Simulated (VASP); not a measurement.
```xyz
2
Lattice="0.0000 2.9937 2.9937 2.9937 0.0000 2.9937 2.9937 2.9937 0.0000" Properties=species:S:1:pos:R:3 pbc="T T T"
In     0.0000     0.0000     0.0000
P      1.4969     1.4969     1.4969
```

The base run (VASP): PBE GGA, plane waves, VASP's PBE PAW potentials (set 64). Numerical set-up: 400 eV cut-off, 7×7×7 Γ-centred mesh, Gaussian smearing of 0.050 eV, potentials In_d P.

The base run took about 6 core-seconds. The timings are rough (shared machines, no repeats); factors under 2 mean little.

Pressures at a finite cut-off, here 400 eV, hold a Pulay part, which wasn't tested here.

```json
[
 {"setting": "IVDW = 12", "cost over the base run": "within a factor of 2", "electronic steps": "13", "pressure (GPa)": "-2.83"},
 {"setting": "IVDW = 13", "cost over the base run": "within a factor of 2", "electronic steps": "13", "pressure (GPa)": "-2.91"},
 {"setting": "base run", "cost over the base run": "reference", "electronic steps": "13", "pressure (GPa)": "-0.89"},
 {"setting": "GGA = RE", "cost over the base run": "within a factor of 2", "electronic steps": "15", "pressure (GPa)": "0.31"},
 {"setting": "GGA = AM", "cost over the base run": "within a factor of 2", "electronic steps": "13", "pressure (GPa)": "-2.94"},
 {"setting": "GGA removed, LMIXTAU = .TRUE., METAGGA = R2SCAN", "cost over the base run": "about 4 times", "electronic steps": "19", "pressure (GPa)": "-2.41"},
 {"setting": "GGA removed, LMIXTAU = .TRUE., METAGGA = SCAN", "cost over the base run": "[?]", "electronic steps": "[?]", "pressure (GPa)": "[?]"}
]
```

### Question
Some entries are withheld; supply them.

### Answer

- GGA removed, LMIXTAU = .TRUE., METAGGA = SCAN, cost over the base run: about 8 times
- GGA removed, LMIXTAU = .TRUE., METAGGA = SCAN, electronic steps: 28
- GGA removed, LMIXTAU = .TRUE., METAGGA = SCAN, pressure (GPa): -3.11

Left out are runs that failed, have no time on record or changed the cell.

The compound is InP in the zinc blende structure. The cell was not relaxed at this level.
